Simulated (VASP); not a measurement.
Consider the following.

```
CELL_PARAMETERS angstrom
      0.00000     2.03708     2.03708
      2.03708     0.00000     2.03708
      7.52035     7.52035     0.62798
ATOMIC_POSITIONS crystal
  Pd 0.01762 0.01762 0.98679
  Pd 0.98238 0.98238 0.26321
  Al 0.01589 0.01589 0.48808
  Al 0.98411 0.98411 0.76192
```

Computed with PBEsol GGA, VASP's PBE PAW potentials (set 64) (plane waves; VASP 6.6.1). Run with 400 eV cut-off, 15×15×4 Γ-centred mesh, tetrahedra with Blöchl corrections, potentials Pd Al.

Problem. Tabulate the total density of states (states/eV per cell) against energy (eV; zero at the valence-band maximum or, without a gap, the Fermi level).

Solution. 
```
E (eV) | DOS (states/eV)
    -9.93 | # 0.33
    -9.70 | # 0.32
    -9.47 | # 0.33
    -9.25 | # 0.33
    -9.02 | # 0.33
    -8.80 | # 0.34
    -8.57 | ## 0.44
    -8.35 | ## 0.54
    -8.12 | ### 0.68
    -7.89 | ### 0.69
    -7.67 | ### 0.72
    -7.44 | ### 0.74
    -7.22 | ### 0.77
    -6.99 | #### 0.81
    -6.76 | #### 0.86
    -6.54 | #### 0.94
    -6.31 | ##### 1.12
    -6.09 | ###### 1.41
    -5.86 | ###### 1.48
    -5.64 | ######### 1.99
    -5.41 | ########## 2.25
    -5.18 | ############ 2.63
    -4.96 | ##################### 4.83
    -4.73 | ####################### 5.24
    -4.51 | ################# 3.79
    -4.28 | ############# 2.94
    -4.05 | ##################### 4.74
    -3.83 | ########################### 6.08
    -3.60 | ########################### 6.12
    -3.38 | ########################### 6.17
    -3.15 | ############################ 6.42
    -2.93 | ######################### 5.77
    -2.70 | ############### 3.40
    -2.48 | ############ 2.71
    -2.25 | ######################## 5.49
    -2.02 | ############################## 6.86
    -1.80 | ###################### 5.13
    -1.57 | ############# 3.03
    -1.35 | ######### 2.15
    -1.12 | ############## 3.26
    -0.89 | ############# 2.90
    -0.67 | ######## 1.79
    -0.44 | ####### 1.59
    -0.22 | ###### 1.42
     0.01 | ######## 1.87
     0.23 | ######### 2.00
     0.46 | ####### 1.70
     0.69 | ###### 1.43
     0.91 | ######## 1.76
     1.14 | #### 0.90
     1.36 | #### 1.00
     1.59 | ######## 1.80
     1.81 | ##### 1.16
     2.04 | ### 0.75
     2.27 | ## 0.52
     2.49 | #### 0.84
     2.72 | ###### 1.44
     2.94 | ####### 1.52
     3.17 | ##### 1.20
     3.40 | ###### 1.30
```
Within 2 eV below the Fermi level the largest weight inside VASP's projection spheres is Pd d.

The structure was generated: Al2Pd2 was put into an ordered model structure (R-3m), which need not be its known phase. It was relaxed first.
